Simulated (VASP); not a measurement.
Here is the system:

```xyz
2
Lattice="0.0000 2.8860 2.8860 2.8860 0.0000 2.8860 2.8860 2.8860 0.0000" Properties=species:S:1:pos:R:3 pbc="T T T"
Cd     0.0000     0.0000     0.0000
S      1.4430     1.4430     1.4430
```

The numbers are results of LDA (Ceperley-Alder, Perdew-Zunger), VASP's LDA PAW potentials (set 64) (plane waves; VASP), not measurements. Run with 520 eV cut-off, 8×8×8 Γ-centred mesh, Gaussian smearing of 0.050 eV, potentials Cd S.

### Question
What does the run give for the energy per atom (σ→0), band gap (on the k-mesh) with the smallest direct gap where there is one?

### Answer

The band gap (on the k-mesh) is 0.96 eV. The smallest direct gap (on the k-mesh) comes out as 0.96 eV and the energy per atom (σ→0) is -3.704 eV/atom.

Only differences to runs with the same potentials and settings are physical.

The compound is CdS in the zinc blende structure, a metastable form; wurtzite is the usual one. It was relaxed first.
